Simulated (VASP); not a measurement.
Input:

```yaml
crystal:
  lattice:
    - [3.14040, 0.00000, 0.00000]
    - [-1.57020, 2.71967, 0.00000]
    - [0.00000, 0.00000, 3.48021]
  atoms:
    - { symbol: W, position: [0.00000, 0.00000, 0.00000] }
    - { symbol: Si, position: [0.66667, 0.33333, 0.50000] }
```

These are r2SCAN meta-GGA, VASP's PBE PAW potentials (set 64) (plane waves; VASP) values and carry that method's errors. Numerical set-up: 400 eV cut-off, 15×15×12 Γ-centred mesh, tetrahedra with Blöchl corrections, potentials W_sv Si.

Unless said otherwise, spin-orbit coupling is left out, though it shifts the bands of the heavy elements here.

Task: Tabulate the total density of states (states/eV per cell) against energy (eV; zero at the valence-band maximum or, without a gap, the Fermi level).

Result: 
```
E (eV) | DOS (states/eV)
    -9.98 | #### 0.36
    -9.62 | ##### 0.46
    -9.26 | ###### 0.55
    -8.90 | ####### 0.63
    -8.66 | ######## 0.75
    -8.30 | ########### 1.04
    -7.94 | ###### 0.57
    -7.58 | ### 0.26
    -7.22 | # 0.06
    -6.86 | # 0.08
    -6.50 | # 0.12
    -6.14 | ##### 0.48
    -5.90 | ######## 0.75
    -5.54 | ############# 1.17
    -5.18 | ############### 1.33
    -4.82 | ######### 0.81
    -4.46 | ###### 0.58
    -4.10 | ############# 1.18
    -3.74 | ###################### 2.03
    -3.38 | ############# 1.21
    -3.14 | ############### 1.34
    -2.78 | ############## 1.28
    -2.42 | ################# 1.58
    -2.06 | ################### 1.71
    -1.70 | ################# 1.53
    -1.34 | ############################## 2.74
    -0.98 | ############## 1.29
    -0.62 | ########### 1.03
    -0.38 | ######### 0.81
    -0.02 | ####### 0.60
     0.34 | ##### 0.50
     0.70 | ######## 0.76
     1.06 | ####### 0.68
     1.42 | ######## 0.74
     1.78 | ########## 0.94
     2.14 | ############## 1.28
     2.38 | ############# 1.23
     2.74 | ############ 1.06
     3.10 | ############ 1.09
     3.46 | ############## 1.28
```
Within 2 eV below the Fermi level the largest weight inside VASP's projection spheres is W d.

The structure was generated: SiW was put into the WC type (P-6m2), which need not be its known phase. It was relaxed first, which changed the volume by -14 %.
